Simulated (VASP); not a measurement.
# Ta(110) over its thickness

How many layers does a slab of Ta(110) need before surface energy, work function and relaxation settle?

Calculated with VASP 6.6.1; PBE; plane waves and PAW (Ta).

**1. The starting structure**

The structure is cubic, space group Im-3m (No. 229). Conventional cell: a = 3.310 Å, b = 3.310 Å, c = 3.310 Å, α = 90.00°, β = 90.00°, γ = 90.00°. Nearest to Ta lie 8 Ta at 2.87 Å.

Coordinates:

```xyz
1
Lattice="-1.6550 1.6550 1.6550 1.6550 -1.6550 1.6550 1.6550 1.6550 -1.6550" Properties=species:S:1:pos:R:3 pbc="T T T"
Ta    0.0000    0.0000    0.0000
```

**2. The bulk reference, job relaxation, k-mesh 16×16×16**

The bulk crystal is relaxed first, so that the slabs are cut at this functional's lattice.

The input, INCAR:

```
SYSTEM = Ta
PREC = Accurate
ENCUT = 420
EDIFF = 1E-06
NELM = 120
ISMEAR = 1
SIGMA = 0.15
LREAL = .FALSE.
ALGO = Normal
GGA = PE
NBANDS = 8
LASPH = .TRUE.
LORBIT = 11
LWAVE = .FALSE.
LCHARG = .FALSE.
KPAR = 4
IBRION = 2
NSW = 30
ISIF = 3
EDIFFG = -0.01
POTIM = 0.4
```

The input, POSCAR:

```
Ta
1.0
   -1.6550000000      1.6550000000      1.6550000000
    1.6550000000     -1.6550000000      1.6550000000
    1.6550000000      1.6550000000     -1.6550000000
Ta
1
Direct
    0.0000000000      0.0000000000      0.0000000000
```

The input, KPOINTS:

```
Automatic mesh
0
Gamma
16 16 16
0 0 0
```

Potentials, in the order of the species: Ta (PBE family, release 64).

Run with:

```sh
> mpirun -np 4 vasp_std
```

Log:

```text
[banner, memory and clock lines left out]
running    4 mpi-ranks, on    1 nodes
 distrk:  each k-point on    1 cores,    4 groups
 distr:  one band on    1 cores,    1 groups

 POSCAR found type information on POSCAR Ta
 POSCAR found :  1 types and       1 ions
 LDA part: xc-table for (Slater+PW92), standard interpolation
 POSCAR, INCAR and KPOINTS ok, starting setup
 FFT: planning ... GRIDC
 FFT: planning ... GRID_SOFT
 FFT: planning ... GRID
 WAVECAR not read
 entering main loop
       N       E                     dE             d eps       ncg     rms          rms(c)
DAV:   1    -0.376959091825E+01   -0.37696E+01   -0.17228E+03  2408   0.379E+02
DAV:   2    -0.123198318220E+02   -0.85502E+01   -0.81552E+01  3448   0.577E+01
DAV:   3    -0.123553841783E+02   -0.35552E-01   -0.35451E-01  2568   0.503E+00
DAV:   4    -0.123554070470E+02   -0.22869E-04   -0.22869E-04  3672   0.102E-01
DAV:   5    -0.123554070524E+02   -0.53472E-08   -0.51780E-08  2624   0.110E-03    0.133E+01
DAV:   6    -0.120157517536E+02    0.33966E+00   -0.20935E-01  3032   0.259E+00    0.662E+00
DAV:   7    -0.118599947305E+02    0.15576E+00   -0.30663E-01  2984   0.303E+00    0.460E-01
DAV:   8    -0.118593336408E+02    0.66109E-03   -0.10703E-03  3128   0.268E-01    0.113E-01
DAV:   9    -0.118591051906E+02    0.22845E-03   -0.34438E-04  3048   0.947E-02    0.272E-02
DAV:  10    -0.118591011829E+02    0.40078E-05   -0.16288E-05  3248   0.251E-02    0.184E-02
DAV:  11    -0.118591002822E+02    0.90070E-06   -0.70969E-07  2184   0.527E-03
   1 F= -.11859100E+02 E0= -.11858693E+02  d E =-.118591E+02
 curvature:   0.00 expect dE= 0.000E+00 dE for cont linesearch  0.000E+00
 trial: gam= 0.00000 g(F)=  0.597E-64 g(S)=  0.164E-06 ort = 0.000E+00 (trialstep = 0.100E+01)
 search vector abs. value=  0.164E-06
 reached required accuracy - stopping structural energy minimisation
```

It took 3.6 s on 4 MPI ranks of Intel Xeon 6975P-C (Granite Rapids), shared host; peak memory 0.52 GiB; 11 s of CPU time.

Lines that name or quote the potential files are left out of all logs, and their timing lines are given in words.

Parts of OUTCAR (step 2):

```text
ion  position               nearest neighbor table
   1  0.000  0.000  0.000-

  LATTYP: Found a body centered cubic cell.
 ALAT       =     3.3100000000

 Subroutine GETGRP returns: Found 48 space group operations
 (whereof 48 operations were pure point group operations)

The static configuration has the point symmetry O_h .

 Found    145 irreducible k-points:

   k-points           NKPTS =    145   k-points in BZ     NKDIM =    145   number of bands    NBANDS=      8

   dimension x,y,z NGX =    20 NGY =   20 NGZ =   20
   dimension x,y,z NGXF=    40 NGYF=   40 NGZF=   40

   ENCUT  =  420.0 eV  30.87 Ry    5.56 a.u.   4.79  4.79  4.79*2*pi/ulx,y,z

   NELECT =       5.0000    total number of electrons

 k-points in reciprocal lattice and weights: Automatic mesh
   0.00000000  0.00000000  0.00000000       0.000
   0.06250000  0.00000000  0.00000000       0.003
   0.12500000  0.00000000  0.00000000       0.003
   0.18750000  0.00000000  0.00000000       0.003
   0.25000000  0.00000000  0.00000000       0.003
   0.31250000  0.00000000  0.00000000       0.003
   0.37500000  0.00000000  0.00000000       0.003
   0.43750000  0.00000000  0.00000000       0.003
   0.50000000  0.00000000  0.00000000       0.001
[...]
0.50000000  0.50000000  0.43750000       0.003
   0.50000000  0.50000000  0.50000000       0.000

 average (electrostatic) potential at core
       1 -35.0420

 E-fermi :   5.6777

 k-point     1 :       0.0000    0.0000    0.0000
  band No.  band energies     occupation
      1      -2.1788      2.00000
      2       6.4299     -0.00000
      3       6.4299     -0.00000
      4       6.4299     -0.00000
      5       9.6753      0.00000
      6       9.6753      0.00000
    ...

 k-point     2 :       0.0625    0.0000    0.0000
  band No.  band energies     occupation
      1      -2.0092      2.00000
      2       6.3173     -0.00000
      3       6.3972     -0.00000
      4       6.5992     -0.00000
      5       9.4931      0.00000
      6       9.6756      0.00000
    ...

 k-point     3 :       0.1250    0.0000    0.0000
  band No.  band energies     occupation
      1      -1.5205      2.00000
      2       6.0136     -0.00684
      3       6.2520     -0.00000
      4       7.1006     -0.00000
      5       9.1479      0.00000
      6       9.6885      0.00000
    ...

  Total        0.0011893      0.0011893      0.0011893      0.0000000      0.0000000     -0.0000000
  in kB        0.1050910      0.1050910      0.1050910      0.0000000      0.0000000     -0.0000000
  external PRESSURE =       0.1050910 kB  Pullay stress =       0.0000000 kB

  energy-cutoff  :      420.00
  volume of cell :       18.13
      direct lattice vectors                 reciprocal lattice vectors
    -1.655000000  1.655000000  1.655000000     0.000000000  0.302114804  0.302114804
     1.655000000 -1.655000000  1.655000000     0.302114804  0.000000000  0.302114804
     1.655000000  1.655000000 -1.655000000     0.302114804  0.302114804  0.000000000

 POSITION                                       TOTAL-FORCE (eV/Angst)
 -----------------------------------------------------------------------------------
      0.00000      0.00000      0.00000         0.000000      0.000000     -0.000000
 -----------------------------------------------------------------------------------
    total drift:                                0.000000      0.000000     -0.000000

  FREE ENERGIE OF THE ION-ELECTRON SYSTEM (eV)
  ---------------------------------------------------
  free  energy   TOTEN  =       -11.8591002822 eV

  energy  without entropy=      -11.8578771876  energy(sigma->0) =      -11.85869258

 reached required accuracy - stopping structural energy minimisation

 total charge
# of ion       s       p       d       tot
------------------------------------------
    1        0.710   0.708   3.330   4.748

[... 3 further parts left out ...]
```

CONTCAR:

```
Ta
   1.00000000000000
    -1.6550000000000000    1.6550000000000000    1.6550000000000000
     1.6550000000000000   -1.6550000000000000    1.6550000000000000
     1.6550000000000000    1.6550000000000000   -1.6550000000000000
  Ta
     1
Direct
     0.0000000000000000    0.0000000000000000    0.0000000000000000
```

This run has no spin polarisation. Its electron count is odd, so without a moment it is a metal by construction. The data set Ta keeps the semicore shell frozen, which is cheaper and a little less accurate. The run keeps the 48 symmetry operations of its start, so it cannot find a distortion of lower symmetry.

Little changed from the start: no atom moved by 0.005 Å and no cell edge by 0.1 %.

This step gave:

```
electronic cycles       : 11
electrons               : 5
free energy (TOTEN)     : -11.86 eV
energy at zero smearing : -11.86 eV
Fermi energy            : 5.678 eV
metallic                : yes
```

The start already met the threshold, so nothing moved.

Energy at zero smearing: -11.85869 eV.

**3. The bulk reference, job self-consistent run, k-mesh 20×20×20**

The input, INCAR:

```
SYSTEM = Ta
PREC = Normal
ENCUT = 320
EDIFF = 1E-06
NELM = 120
ISMEAR = 1
SIGMA = 0.15
LREAL = .FALSE.
ALGO = Fast
GGA = PE
NBANDS = 8
LASPH = .TRUE.
LORBIT = 11
LWAVE = .FALSE.
LCHARG = .FALSE.
KPAR = 4
```

POSCAR is that of step 2.

The input, KPOINTS:

```
Automatic mesh
0
Gamma
20 20 20
0 0 0
```

Run with:

```sh
> mpirun -np 4 vasp_std
```

Log:

```text
[... set-up lines as in an earlier step ...]
 entering main loop
       N       E                     dE             d eps       ncg     rms          rms(c)
DAV:   1    -0.677233126657E+01   -0.67723E+01   -0.14203E+03  4472   0.295E+02
DAV:   2    -0.123332091341E+02   -0.55609E+01   -0.53072E+01  5928   0.453E+01
DAV:   3    -0.123531981311E+02   -0.19989E-01   -0.19972E-01  4680   0.361E+00
DAV:   4    -0.123532127270E+02   -0.14596E-04   -0.14596E-04  6424   0.710E-02
[...]
RMM:  12    -0.118610921076E+02   -0.20071E-05   -0.24546E-05  5021   0.187E-02    0.278E-02
RMM:  13    -0.118610931931E+02   -0.10855E-05   -0.52812E-06  4463   0.114E-02    0.181E-02
RMM:  14    -0.118610933750E+02   -0.18186E-06   -0.16055E-06  3487   0.432E-03
   1 F= -.11861093E+02 E0= -.11861201E+02  d E =0.322821E-03
```

Wall time 3.6 s (4 MPI ranks); peak memory 0.46 GiB; 11 s of CPU time.

OUTCAR, selected parts (step 3):

```text
  Total       -0.0573872     -0.0573872     -0.0573872      0.0000000      0.0000000     -0.0000000
  in kB       -5.0707431     -5.0707431     -5.0707431      0.0000000      0.0000000     -0.0000000
  external PRESSURE =      -5.0707431 kB  Pullay stress =       0.0000000 kB

 POSITION                                       TOTAL-FORCE (eV/Angst)
 -----------------------------------------------------------------------------------
      0.00000      0.00000      0.00000         0.000000      0.000000      0.000000
 -----------------------------------------------------------------------------------
    total drift:                               -0.000000     -0.000000     -0.000000

  FREE ENERGIE OF THE ION-ELECTRON SYSTEM (eV)
  ---------------------------------------------------
  free  energy   TOTEN  =       -11.8610933750 eV

  energy  without entropy=      -11.8614161959  energy(sigma->0) =      -11.86120098

[... 3 further parts left out ...]
[key lines of the parts left out:]
E-fermi :   5.6765
```

Numbers from this step:

```
electronic cycles : 14
Fermi energy      : 5.676 eV
```

Energy at zero smearing: -11.86120 eV.

The run ends at a pressure of -0.51 GPa.

(Part 1 of 7 ends here.)

[Lines on the potential files, build, host, timing and source positions are cut from VASP's logs without a mark.]

[Logs are printed without paths, hosts, clocks, repeated set-up lines and the standing remarks that a program may print on its own settings, such as how far it seeks lower states.]

[Hosts, paths, dates, database ids (printed as entryN), source tags and the programs' standing remarks are cut or masked in the printed files.]

[Runs that stopped without an error message from VASP are left out.]
